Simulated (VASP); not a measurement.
Given:

```xyz
3
Lattice="1.8666 -3.2330 0.0000 1.8666 3.2330 0.0000 0.0000 0.0000 5.9364" Properties=species:S:1:pos:R:3 pbc="T T T"
Zr     0.0000     0.0000     0.0000
S      1.8666     1.0777     1.4841
S      1.8666    -1.0777     4.4523
```

All values below come from PBE GGA, VASP's PBE PAW potentials (set 64) (plane waves; VASP). Run with 400 eV cut-off, 5×5×3 Γ-centred mesh, Gaussian smearing of 0.050 eV, potentials Zr_sv S.

Problem. Estimate the energy per atom (σ→0), pressure, largest force.

Solution. 
| Quantity | Value |
|---|---|
| energy per atom (σ→0) | -7.114 eV/atom |
| pressure | -3.60 GPa |
| largest force | 0.676 eV/Å |

Only differences to runs with the same potentials and settings are physical.

The compound is ZrS2 in the 1T layered structure. The cell was not relaxed at this level.
